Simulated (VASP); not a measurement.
VASP input:

File POSCAR:
```
SnS2
1.0
  1.8157352825  -3.1449460342   0.0000000000
  1.8157352825   3.1449460342   0.0000000000
  0.0000000000   0.0000000000   5.6942265932
Sn S
1 2
Cart
  0.0000000000   0.0000000000   0.0000000000
  1.8157352825   1.0483174414   1.4669365403
  1.8157352825  -1.0483174414   4.2272900529
```

**KPOINTS**
```
Automatic
0
G
8 8 5
0 0 0
```

### INCAR
```
SYSTEM = SnS2
PREC = Accurate
ENCUT = 520
EDIFF = 1E-7
NELM = 100
ALGO = Normal
LREAL = .FALSE.
LASPH = .TRUE.
ISMEAR = 0
SIGMA = 0.05
LMAXMIX = 4
LWAVE = .FALSE.
LCHARG = .FALSE.
ISIF = 4
IBRION = 2
NSW = 30
EDIFFG = -0.01
```

POTCAR, in this order: Sn_d S (LDA.64 set). Program: vasp_std.

Write an equivalent input for Quantum ESPRESSO's pw.x.

One equivalent input (not run):
```
&CONTROL
  calculation = 'vc-relax'
  pseudo_dir = './pseudo'
  outdir = './out'
  tprnfor = .true.
  tstress = .true.
  nstep = 30
  forc_conv_thr = 0.00039
/
&SYSTEM
  ibrav = 0
  nat = 3
  ntyp = 2
  ecutwfc = 72
  occupations = 'smearing'
  smearing = 'gaussian'
  degauss = 0.003675
  input_dft = 'pz'
/
&ELECTRONS
  conv_thr = 7.3e-09
  electron_maxstep = 100
/
&IONS
/
&CELL
  cell_dofree = 'shape'
/
ATOMIC_SPECIES
  Sn 118.710 Sn.upf
  S 32.060 S.upf
CELL_PARAMETERS angstrom
     1.8157353   -3.1449460    0.0000000
     1.8157353    3.1449460    0.0000000
     0.0000000    0.0000000    5.6942266
ATOMIC_POSITIONS crystal
  Sn   0.0000000  0.0000000  0.0000000
  S    0.3333330  0.6666670  0.2576182
  S    0.6666670  0.3333330  0.7423818
K_POINTS automatic
  8 8 5 0 0 0
```
The two are equivalent in intent, not identical: the potentials are each code's own (VASP's PAW set, PseudoDojo norm-conserving files in pw.x), so ENCUT and ecutwfc are chosen apart and not converted; conv_thr bounds pw.x's estimated SCF error, while EDIFF bounds the energy change between steps; forc_conv_thr acts on force components and is met together with etot_conv_thr.

The compound is SnS2 in the 1T layered structure. It was relaxed first.
